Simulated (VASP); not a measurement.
# HfO2 (P4_2/nmc) in VASP: settings compared, part 2 of 2

VASP 6.6.1. The steps go on from the part before.

**3. Band structure, LDA**

Input file POSCAR:

```
HfO2                                    
1.0
    3.5877109817      0.0000000000     -0.0000000000
    0.0000000000      3.5877109817      0.0000000000
    0.0000000000      0.0000000000      5.2260260979
  Hf              O             
     2     4
Direct
     0.5000000000000000    0.5000000000000000    0.5000000000000000
     1.0000000000000000    1.0000000000000000    0.0000000000000000
     0.0000000000000000    0.5000000000000000    0.6949587952560490
     0.5000000000000000    1.0000000000000000    0.8050412047439510
     0.5000000000000000    1.0000000000000000    0.3050412047439511
     1.0000000000000000    0.5000000000000000    0.1949587952560490
```

Input file INCAR.step1:

```
PREC = Accurate
ENCUT = 450
EDIFF = 1E-6
ISMEAR = 0
SIGMA = 0.02
LREAL = F
LASPH = T
NELM = 120
ALGO = Fast
ISIF = 2
LWAVE = F
LCHARG = T
LMAXMIX = 4
KPAR = 4
```

Input file KPOINTS.step1:

```
Automatic mesh
0
Gamma
  10 10 8
```

Input file INCAR.step2:

```
PREC = Accurate
ENCUT = 450
EDIFF = 1E-6
ISMEAR = 0
SIGMA = 0.05
LREAL = F
LASPH = T
NELM = 120
ALGO = Fast
ISIF = 2
LWAVE = F
LCHARG = F
LMAXMIX = 4
KPAR = 4
ICHARG = 11
```

Input file KPOINTS.step2:

```
path GXMGZRAZ,XR,MA
15
line-mode
reciprocal
 0.0000000000  0.0000000000  0.0000000000  G
 0.0000000000  0.5000000000  0.0000000000  X

 0.0000000000  0.5000000000  0.0000000000  X
 0.5000000000  0.5000000000  0.0000000000  M

 0.5000000000  0.5000000000  0.0000000000  M
 0.0000000000  0.0000000000  0.0000000000  G

 0.0000000000  0.0000000000  0.0000000000  G
 0.0000000000  0.0000000000  0.5000000000  Z

 0.0000000000  0.0000000000  0.5000000000  Z
 0.0000000000  0.5000000000  0.5000000000  R

 0.0000000000  0.5000000000  0.5000000000  R
 0.5000000000  0.5000000000  0.5000000000  A

 0.5000000000  0.5000000000  0.5000000000  A
 0.0000000000  0.0000000000  0.5000000000  Z

 0.0000000000  0.5000000000  0.0000000000  X
 0.0000000000  0.5000000000  0.5000000000  R

 0.5000000000  0.5000000000  0.0000000000  M
 0.5000000000  0.5000000000  0.5000000000  A
```

Potentials or basis: VASP PAW LDA potentials, release 64 (Hf_pv, O).

On the command line:

```bash
$ cat potpaw_LDA.64/Hf_pv/POTCAR potpaw_LDA.64/O/POTCAR > POTCAR
$ cp INCAR.step1 INCAR
$ cp KPOINTS.step1 KPOINTS
$ mpirun -np 4 vasp_std > vasp.out
$ cp INCAR.step2 INCAR
$ cp KPOINTS.step2 KPOINTS
$ mpirun -np 4 vasp_std > vasp.out
```

It took 45 s on 4 MPI ranks of AMD EPYC 9R45 (Zen 5), shared host; peak memory 0.24 GiB.

The run converged. Its results:

```
Band gap on the k mesh  : 4.49 eV, indirect (least direct gap 4.56 eV)
Band gap along the path : 4.49 eV, indirect (least direct gap 4.56 eV)
```

Levels at the corners of the path, in eV from the valence-band top:
```
point  band 18  band 19  band 20  band 21  band 22  band 23  band 24  band 25  band 26
    Γ    -1.33    -0.78    -0.13    -0.08    -0.08     4.49     4.51     5.77     5.93
    X    -2.16    -1.41    -1.41    -0.14    -0.14     4.89     4.89     5.91     5.92
    X    -2.16    -1.41    -1.41    -0.14    -0.14     4.89     4.89     5.91     5.92
    M    -1.06    -0.77    -0.77    -0.64    -0.64     5.59     5.59     5.87     5.88
    M    -1.06    -0.77    -0.77    -0.64    -0.64     5.59     5.60     5.87     5.96
    Γ    -1.33    -0.78    -0.13    -0.08    -0.08     4.49     4.51     5.77     5.91
    Γ    -1.33    -0.78    -0.13    -0.08    -0.08     4.49     4.51     5.80     5.99
    Z    -2.70    -0.66    -0.66     0.00     0.00     5.14     5.14     5.46     5.46
    Z    -2.70    -0.66    -0.66     0.00     0.00     5.14     5.14     5.46     5.46
    R    -1.88    -1.39    -1.39    -0.92    -0.92     5.01     5.01     5.40     5.41
    R    -1.88    -1.39    -1.39    -0.92    -0.92     5.01     5.01     5.40     5.41
    A    -1.89    -1.46    -1.46    -0.09    -0.09     5.71     5.71     6.12     6.15
    A    -1.89    -1.46    -1.46    -0.09    -0.09     5.71     5.71     6.12     6.15
    Z    -2.70    -0.66    -0.66     0.00     0.00     5.14     5.14     5.46     5.46
    X    -2.16    -1.41    -1.41    -0.14    -0.14     4.89     4.89     5.91     5.95
    R    -1.88    -1.39    -1.39    -0.92    -0.92     5.01     5.01     5.40     5.41
    M    -1.06    -0.77    -0.77    -0.64    -0.64     5.59     5.61     5.87     5.93
    A    -1.89    -1.46    -1.46    -0.09    -0.09     5.71     5.71     6.12     6.13
```

Caveat: the log is that of the step along the path at fixed density, whose energy, stress, charges and moments have no meaning; spin-orbit coupling is left out, which moves the levels of the heavy elements.

**4. Band structure, PBE**

POSCAR is that of step 3.

INCAR.step1, as its differences from that of step 3:

```diff
@@ -13,2 +13,3 @@
 LMAXMIX = 4
+GGA = PE
 KPAR = 4
```

KPOINTS.step1 is that of step 3.

INCAR.step2, as its differences from that of step 3:

```diff
@@ -13,2 +13,3 @@
 LMAXMIX = 4
+GGA = PE
 KPAR = 4
```

KPOINTS.step2 is that of step 3.

Potentials or basis: VASP PAW PBE potentials, release 64 (Hf_pv, O).

On the command line:

```bash
$ cat potpaw_PBE.64/Hf_pv/POTCAR potpaw_PBE.64/O/POTCAR > POTCAR
$ cp INCAR.step1 INCAR
$ cp KPOINTS.step1 KPOINTS
$ mpirun -np 4 vasp_std > vasp.out
$ cp INCAR.step2 INCAR
$ cp KPOINTS.step2 KPOINTS
$ mpirun -np 4 vasp_std > vasp.out
```

Wall time 46 s (4 MPI ranks of AMD EPYC 9R45 (Zen 5), shared host); peak memory 0.25 GiB.

It converged, with:

```yaml
Band_gap_on_the_k_mesh: 4.69 eV, indirect (least direct gap 4.76 eV)
Band_gap_along_the_path: 4.69 eV, indirect (least direct gap 4.76 eV)
```

Levels at the corners of the path, in eV from the valence-band top:
```csv
point,band 20,band 21,band 22,band 23,band 24,band 25
Γ,-0.14,-0.07,-0.07,4.69,4.69,5.91
X,-1.41,-0.14,-0.14,5.07,5.07,6.06
X,-1.41,-0.14,-0.14,5.07,5.07,6.06
M,-0.75,-0.61,-0.61,5.75,5.75,6.03
M,-0.75,-0.61,-0.61,5.75,5.75,6.03
Γ,-0.14,-0.07,-0.07,4.69,4.69,5.91
Γ,-0.14,-0.07,-0.07,4.69,4.69,5.95
Z,-0.67,0.00,0.00,5.31,5.31,5.63
Z,-0.67,0.00,0.00,5.31,5.31,5.63
R,-1.38,-0.92,-0.92,5.19,5.19,5.57
R,-1.38,-0.92,-0.92,5.19,5.19,5.57
A,-1.43,-0.08,-0.08,5.86,5.86,6.27
A,-1.43,-0.08,-0.08,5.86,5.86,6.27
Z,-0.67,0.00,0.00,5.31,5.31,5.63
X,-1.41,-0.14,-0.14,5.07,5.07,6.06
R,-1.38,-0.92,-0.92,5.19,5.19,5.57
M,-0.75,-0.61,-0.61,5.75,5.76,6.03
A,-1.43,-0.08,-0.08,5.86,5.86,6.27
```

Caveat: the log is that of the step along the path at fixed density, whose energy, stress, charges and moments have no meaning; spin-orbit coupling is left out, which moves the levels of the heavy elements.

**5. Band structure, r2SCAN**

Input file INCAR:

```
PREC = Accurate
ENCUT = 450
EDIFF = 1E-6
ISMEAR = 0
SIGMA = 0.02
LREAL = F
LASPH = T
NELM = 120
ALGO = Normal
ISIF = 2
LWAVE = F
LCHARG = F
LMAXMIX = 4
METAGGA = R2SCAN
LMIXTAU = T
KPAR = 4
```

Input file KPOINTS:

```
Automatic mesh
0
Gamma
  10 10 8
```

POSCAR is that of step 4.

Input file KPOINTS_OPT:

```
path GXMGZRAZ,XR,MA
15
line-mode
reciprocal
 0.0000000000  0.0000000000  0.0000000000  G
 0.0000000000  0.5000000000  0.0000000000  X

 0.0000000000  0.5000000000  0.0000000000  X
 0.5000000000  0.5000000000  0.0000000000  M

 0.5000000000  0.5000000000  0.0000000000  M
 0.0000000000  0.0000000000  0.0000000000  G

 0.0000000000  0.0000000000  0.0000000000  G
 0.0000000000  0.0000000000  0.5000000000  Z

 0.0000000000  0.0000000000  0.5000000000  Z
 0.0000000000  0.5000000000  0.5000000000  R

 0.0000000000  0.5000000000  0.5000000000  R
 0.5000000000  0.5000000000  0.5000000000  A

 0.5000000000  0.5000000000  0.5000000000  A
 0.0000000000  0.0000000000  0.5000000000  Z

 0.0000000000  0.5000000000  0.0000000000  X
 0.0000000000  0.5000000000  0.5000000000  R

 0.5000000000  0.5000000000  0.0000000000  M
 0.5000000000  0.5000000000  0.5000000000  A
```

On the command line:

```bash
$ cat potpaw_PBE.64/Hf_pv/POTCAR potpaw_PBE.64/O/POTCAR > POTCAR
$ mpirun -np 4 vasp_std > vasp.out
```

Wall time 3 min (4 MPI ranks of AMD EPYC 9R45 (Zen 5), shared host); peak memory 0.31 GiB.

The run converged. Its results:

```
Free energy             : -137.3051 eV
Largest force           : 0.096 eV/Å
Band gap on the k mesh  : 5.22 eV, indirect (least direct gap 5.30 eV)
Band gap along the path : 5.22 eV, indirect (least direct gap 5.30 eV)
```

Forces on the atoms (eV/Å):
```
Hf   0.000  0.000  0.000
Hf   0.000  0.000  0.000
O    0.000  0.000 -0.096
O    0.000  0.000  0.096
O    0.000  0.000  0.096
O    0.000  0.000 -0.096
```

Levels at the corners of the path, in eV from the valence-band top:
```tsv
point	band 20	band 21	band 22	band 23	band 24	band 25
Γ	-0.15	-0.08	-0.08	5.22	5.23	6.46
X	-1.45	-0.15	-0.15	5.57	5.57	6.59
X	-1.45	-0.15	-0.15	5.57	5.57	6.59
M	-0.75	-0.59	-0.59	6.27	6.27	6.56
M	-0.75	-0.59	-0.59	6.27	6.27	6.56
Γ	-0.15	-0.08	-0.08	5.22	5.23	6.47
Γ	-0.15	-0.08	-0.08	5.22	5.23	6.46
Z	-0.72	0.00	0.00	5.85	5.85	6.17
Z	-0.72	0.00	0.00	5.85	5.85	6.17
R	-1.43	-0.94	-0.94	5.70	5.70	6.10
R	-1.43	-0.94	-0.94	5.70	5.70	6.10
A	-1.46	-0.08	-0.08	6.38	6.38	6.79
A	-1.46	-0.08	-0.08	6.38	6.38	6.79
Z	-0.72	0.00	0.00	5.85	5.85	6.17
X	-1.45	-0.15	-0.15	5.57	5.57	6.59
R	-1.43	-0.94	-0.94	5.70	5.70	6.10
M	-0.75	-0.59	-0.59	6.27	6.27	6.56
A	-1.46	-0.08	-0.08	6.38	6.38	6.79
```

Caveat: the PAW data sets were made with another functional, which shifts forces and pressure a little; spin-orbit coupling is left out, which moves the levels of the heavy elements.

**6. Overview**

| task | level | potentials or basis | k mesh | further INCAR settings | gap on the mesh (eV) |
| --- | --- | --- | --- | --- | --- |
| dielectric tensor | PBE | VASP PAW PBE potentials, release 64 (Hf_pv, O) | 9 × 9 × 7 | ALGO = Fast; EDIFF = 1e-08; IBRION = 8 | 4.69 |
| band structure | LDA | VASP PAW LDA potentials, release 64 (Hf_pv, O) | 10 × 10 × 8 | ALGO = Fast; EDIFF = 1e-06 | 4.49 |
| band structure | PBE | VASP PAW PBE potentials, release 64 (Hf_pv, O) | 10 × 10 × 8 | ALGO = Fast; EDIFF = 1e-06 | 4.69 |
| band structure | r2SCAN | VASP PAW PBE potentials, release 64 (Hf_pv, O) | 10 × 10 × 8 | ALGO = Normal; EDIFF = 1e-06 | 5.22 |

Alike in all rows: no spin polarisation; cell as given; cutoff (eV) 450; smearing gaussian 0.02 eV.

Caveats: spin-orbit coupling is left out, which moves the levels of the heavy elements; an odd mesh through Γ misses points on the zone boundary, where band edges often lie (some runs); the PAW data sets were made with another functional, which shifts forces and pressure a little (some runs).

Total energies depend on the potentials used, so only differences within one code and one set of settings carry meaning.
